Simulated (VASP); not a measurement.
Data:

```xyz
1
Lattice="0.0000 2.0600 2.0600 2.0600 0.0000 2.0600 2.0600 2.0600 0.0000" Properties=species:S:1:pos:R:3 pbc="T T T"
Au     0.0000     0.0000     0.0000
```

Calculation: optB86b-vdW, VASP's PBE PAW potentials (set 64) (plane waves; VASP). Run with 520 eV cut-off, 17×17×17 Γ-centred mesh, tetrahedra with Blöchl corrections, potentials Au.

Unless said otherwise, spin-orbit coupling is left out, though it shifts the bands of the heavy elements here.

Question: Predict the energy per atom (σ→0), band gap (on the k-mesh) with the smallest direct gap where there is one.

Answer: 
| Quantity | Result |
|---|---|
| band gap (on the k-mesh) | none (metal, semimetal or under 0.01 eV) |
| energy per atom (σ→0) | -0.788 eV/atom |

The compound is Au in the fcc structure. It was relaxed first.
